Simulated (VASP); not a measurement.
These are PBEsol GGA, VASP's PBE PAW potentials (set 64) (plane waves; VASP) values and carry that method's errors.

A VASP calculation is set up with these files.

KPOINTS:
```
Automatic
0
Gamma
11 11 3
```

INCAR:
```
! general
SYSTEM  = Nb3ZrC4
PREC    = Accurate
ENCUT   = 520
LREAL   = F
LASPH   = T

! electronic loop
EDIFF   = 1E-6
NELM    = 100
ALGO    = Normal
LMAXMIX = 4

! smearing
ISMEAR  = 1
SIGMA   = 0.1

! functional
GGA     = PS

! ions
IBRION  = 2
NSW     = 60
ISIF    = 3
EDIFFG  = -0.02

! output
LWAVE   = F
LCHARG  = F
```

File POSCAR:
```
Nb3ZrC4
1
    0.0000000000     2.2505191656     2.2505191656
    2.2505191656     0.0000000000     2.2505191656
    8.9945496676     8.9945496676     0.0075269946
Zr C Nb
1 4 3
Direct
  1.0000000000   0.0000000000   0.0000000000
  0.4882205855   0.4882205855   0.1338345608
  0.4967489278   0.4967489278   0.3774383042
  0.5032510722   0.5032510722   0.6225616958
  0.5117794145   0.5117794145   0.8661654392
  0.9931208828   0.9931208828   0.2551593379
  1.0000000000   0.0000000000   0.5000000000
  0.0068791172   0.0068791172   0.7448406621
```

POTCAR, in this order: Zr_sv C Nb_sv (PBE.64 set). Program: vasp_std.

What does the run give for the energy per atom (σ→0), volume per atom, band gap (on the k-mesh)?

```json
{
  "energy per atom (σ→0)": "-10.778 eV/atom",
  "band gap (on the k-mesh)": "none (metal, semimetal or under 0.01 eV)",
  "volume_per_atom": "11.40 Å³/atom"
}
```

### OSZICAR
```
...
   2 F= -.86226952E+02 E0= -.86226698E+02  d E =-.129216E-02
       N       E                     dE             d eps       ncg     rms          rms(c)
DAV:   1    -0.862270893431E+02   -0.13626E-03   -0.24643E-02  8752   0.116E+00    0.832E-02
DAV:   2    -0.862270925065E+02   -0.31634E-05   -0.15738E-03 10768   0.275E-01    0.439E-02
DAV:   3    -0.862270573496E+02    0.35157E-04   -0.15684E-04 12648   0.893E-02    0.162E-02
DAV:   4    -0.862270548151E+02    0.25345E-05   -0.26854E-05 13032   0.351E-02    0.792E-03
DAV:   5    -0.862270551866E+02   -0.37150E-06   -0.68513E-06  9216   0.187E-02
   3 F= -.86227055E+02 E0= -.86226793E+02  d E =-.139506E-02
```

The structure was generated: Nb3ZrC4 was put into an ordered model structure (R-3m), which need not be its known phase. This run relaxes it. Symmetry was kept, so distortions that lower it aren't found. The start is the result of an earlier pass. The electron count is odd and the run is not spin-polarised, which forces a metal.
